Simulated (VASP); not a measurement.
Here is the system:

```xyz
3
Lattice="0.0000 2.5590 2.5590 2.5590 0.0000 2.5590 2.5590 2.5590 0.0000" Properties=species:S:1:pos:R:3 pbc="T T T"
Zr     0.0000     0.0000     0.0000
O      1.2795     1.2795     1.2795
O      3.8384     3.8384     3.8384
```

Method: AM05 GGA, VASP's PBE PAW potentials (set 64) (plane waves; VASP). Numerical set-up: 520 eV cut-off, 8×8×8 Γ-centred mesh, Gaussian smearing of 0.050 eV, potentials Zr_sv O.

Task: Give the stress tensor in GPa (positive for a compressed cell).

Result: 
```
-7.01   0.00   0.00
 0.00  -7.01   0.00
 0.00   0.00  -7.01
```
The pressure is its mean diagonal, -7.01 GPa.

The compound is ZrO2 in the fluorite structure, the high-temperature cubic form, which is unstable at 0 K; the monoclinic form is the stable one. This cell is one point of a volume scan, at 1.03 of the reference volume.
